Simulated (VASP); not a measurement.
VASP ran on this input.

File KPOINTS:
```
Automatic mesh
0
Gamma
8 8 8
0 0 0
```

**INCAR**
```
# general
SYSTEM  =  KCl
PREC    =  Accurate
ENCUT   =  520   # plane-wave cut-off (eV)
LREAL   =  .FALSE.
LASPH   =  .TRUE.   # aspherical one-centre terms

# electronic loop
EDIFF   =  1E-7
NELM    =  100   # most electronic steps
ALGO    =  Normal   # blocked Davidson

# smearing
ISMEAR  =  -5   # tetrahedra, Bloechl

# ions
ISIF    =  2

# output
LWAVE   =  .FALSE.
LCHARG  =  .TRUE.
LORBIT  =  11
NEDOS   =  601   # DOS grid
```

POSCAR:
```
KCl
4.3025930
  0.0000000000   0.7071068080   0.7071068080
  0.7071068080   0.0000000000   0.7071068080
  0.7071068080   0.7071068080   0.0000000000
K Cl
1 1
Direct
  0.0000000000   0.0000000000   0.0000000000
  0.5000000000   0.5000000000   0.5000000000
```

POTCAR, in this order: K_sv Cl (LDA.64 set). Program: vasp_std.

Write an equivalent input for Quantum ESPRESSO's pw.x.

One equivalent input (not run):
```
&CONTROL
  calculation = 'scf'
  pseudo_dir = './pseudo'
  outdir = './out'
  tprnfor = .true.
  tstress = .true.
/
&SYSTEM
  ibrav = 0
  nat = 2
  ntyp = 2
  ecutwfc = 72
  occupations = 'tetrahedra'
  input_dft = 'pz'
/
&ELECTRONS
  conv_thr = 7.3e-09
  electron_maxstep = 100
/
ATOMIC_SPECIES
  K 39.098 K.upf
  Cl 35.450 Cl.upf
CELL_PARAMETERS angstrom
     0.0000000    3.0423928    3.0423928
     3.0423928    0.0000000    3.0423928
     3.0423928    3.0423928    0.0000000
ATOMIC_POSITIONS crystal
  K    0.0000000  0.0000000  0.0000000
  Cl   0.5000000  0.5000000  0.5000000
K_POINTS automatic
  8 8 8 0 0 0
```
Limits of the translation: the potentials are each code's own (VASP's PAW set, PseudoDojo norm-conserving files in pw.x), so ENCUT and ecutwfc are chosen apart and not converted; conv_thr bounds pw.x's estimated SCF error, while EDIFF bounds the energy change between steps.

The compound is KCl in the rock salt structure. It was relaxed first, which changed the volume by -9 %.
